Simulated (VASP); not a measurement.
Method: PBE GGA, VASP's PBE PAW potentials (set 64) (plane waves; VASP).

Input for VASP

**KPOINTS**
```
Automatic mesh
0
Gamma
7 7 2
0 0 0
```

**INCAR**
```
SYSTEM = ZnS
PREC = Accurate
ENCUT = 300
EDIFF = 1E-6
NELM = 100
ALGO = Normal
LREAL = .FALSE.
LASPH = .TRUE.
ISMEAR = 0
SIGMA = 0.01
GGA = PE
LMAXMIX = 4
LWAVE = .FALSE.
LCHARG = .FALSE.
ISIF = 2
```

File POSCAR:
```
ZnS
3.7320240
  1.0000000000   0.0000000000   0.0000000000
 -0.5000000000   0.8660252453   0.0000000000
  0.0000000000   0.0000000000   3.2693002510
Zn S
4 4
direct
  0.6666670000   0.3333330000   0.7499300000
  0.3333330000   0.6666670000   0.2499300000
  0.0000000000   0.0000000000   0.5000000000
  0.0000000000   0.0000000000   0.0000000000
  0.6666670000   0.3333330000   0.9377300000
  0.3333330000   0.6666670000   0.4377300000
  0.0000000000   0.0000000000   0.6873400000
  0.0000000000   0.0000000000   0.1873400000
```

POTCAR, in this order: Zn S (PBE.64 set). Program: vasp_std.

Output of the run:

OSZICAR:
```
       N       E                     dE             d eps       ncg     rms          rms(c)
DAV:   1     0.463759879163E+03    0.46376E+03   -0.24754E+04  1376   0.140E+03
DAV:   2     0.232047182502E+02   -0.44056E+03   -0.42887E+03  1451   0.346E+02
DAV:   3    -0.270676642494E+02   -0.50272E+02   -0.49944E+02  1518   0.123E+02
DAV:   4    -0.287465680738E+02   -0.16789E+01   -0.16741E+01  1640   0.228E+01
DAV:   5    -0.287746269874E+02   -0.28059E-01   -0.28040E-01  1626   0.298E+00    0.163E+01
DAV:   6    -0.269975930820E+02    0.17770E+01   -0.38897E+00  2043   0.436E+01    0.123E+01
DAV:   7    -0.271981381311E+02   -0.20055E+00   -0.63908E+00  1514   0.983E+00    0.407E+00
DAV:   8    -0.270571193571E+02    0.14102E+00   -0.45644E-01  1704   0.600E+00    0.154E+00
DAV:   9    -0.270461894735E+02    0.10930E-01   -0.18526E-01  1744   0.318E+00    0.502E-01
DAV:  10    -0.270462672620E+02   -0.77788E-04   -0.52884E-03  1577   0.106E+00    0.387E-01
DAV:  11    -0.270463755954E+02   -0.10833E-03   -0.58771E-04  1968   0.254E-01    0.319E-01
DAV:  12    -0.270468806680E+02   -0.50507E-03   -0.10208E-03  1712   0.302E-01    0.154E-01
DAV:  13    -0.270466934871E+02    0.18718E-03   -0.65421E-04  1815   0.381E-01    0.612E-02
DAV:  14    -0.270467022919E+02   -0.88048E-05   -0.17081E-04  1663   0.781E-02    0.193E-02
DAV:  15    -0.270467044880E+02   -0.21961E-05   -0.19423E-05  1514   0.454E-02    0.257E-02
DAV:  16    -0.270467049480E+02   -0.45999E-06   -0.11050E-06   991   0.996E-03
   1 F= -.27046705E+02 E0= -.27046705E+02  d E =-.495092E-15
```

**OUTCAR**
```
------------------------ aborting loop because EDIFF is reached ----------------------------------------
  FORCE on cell =-STRESS in cart. coord.  units (eV):
  Direction    XX          YY          ZZ          XY          YZ          ZX
  --------------------------------------------------------------------------------------
  Total        7.1022018      7.1021992      7.1944498      0.0000000      0.0000000      0.0000000
  in kB       77.3187714     77.3187431     78.3230377      0.0000000      0.0000000      0.0000000
  external PRESSURE =      77.6535174 kB  Pullay stress =       0.0000000 kB
  volume of cell :      147.17
      direct lattice vectors                 reciprocal lattice vectors
     3.732024000  0.000000000  0.000000000     0.267951117  0.154701678  0.000000000
    -1.866012000  3.232027000  0.000000000     0.000000000  0.309403356  0.000000000
     0.000000000  0.000000000 12.201107000     0.000000000  0.000000000  0.081959776
  FREE ENERGIE OF THE ION-ELECTRON SYSTEM (eV)
  ---------------------------------------------------
  free  energy   TOTEN  =       -27.0467049480 eV

  energy  without entropy=      -27.0467049480  energy(sigma->0) =      -27.04670495
```
(Selected blocks of OUTCAR.)

At this cut-off the stress carries a Pulay error, which pulls relaxed volumes low.

The structure comes from a computed database's ZnS entry; how it stands against other phases isn't given here. The cell was not relaxed at this level, and its volume differs by -5.9 % from the start's.
